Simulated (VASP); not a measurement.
```cif
data_BP
_chemical_formula_sum 'B1 P1'
_space_group_name_H-M_alt 'P 1'
_space_group_IT_number 1
_cell_length_a 3.18374
_cell_length_b 3.18374
_cell_length_c 3.18374
_cell_angle_alpha 60.000
_cell_angle_beta 60.000
_cell_angle_gamma 60.000
loop_
_space_group_symop_operation_xyz
  'x, y, z'
loop_
_atom_site_label
_atom_site_type_symbol
_atom_site_fract_x
_atom_site_fract_y
_atom_site_fract_z
_atom_site_occupancy
B1 B 0.00000 0.00000 0.00000 1
P1 P 0.25000 0.25000 0.25000 1
```

Computed with PBE GGA with D4 dispersion, VASP's PBE PAW potentials (set 64) (plane waves; VASP). Run with 520 eV cut-off, 10×10×10 Γ-centred mesh, Gaussian smearing of 0.050 eV, potentials B P.

### Question
Give the energy at these volumes per atom, relative to the lowest: 10.72, 11.06, 11.40, 11.75, 12.09 Å³.

### Answer
24.5, 5.9, 0.0, 5.0, 19.6 meV/atom. A third-order Birch-Murnaghan fit gives B0 = 170 GPa and B0′ = 3.8.

Measured: bulk modulus 176 GPa at 0 K (computed value off by -3.5 %), as given by Tamar Goldzak et al., The Journal of Chemical Physics (2022), arXiv:2208.04865 [0 K, zero-point effect removed]; a 4.525 Å at 0 K (computed value off by -0.5 %), as given by Daniel Mejia-Rodriguez et al., Physical Review B (2018), arXiv:1807.09216 [static lattice: zero-point anharmonic expansion removed].

The compound is BP in the zinc blende structure. It was relaxed first.
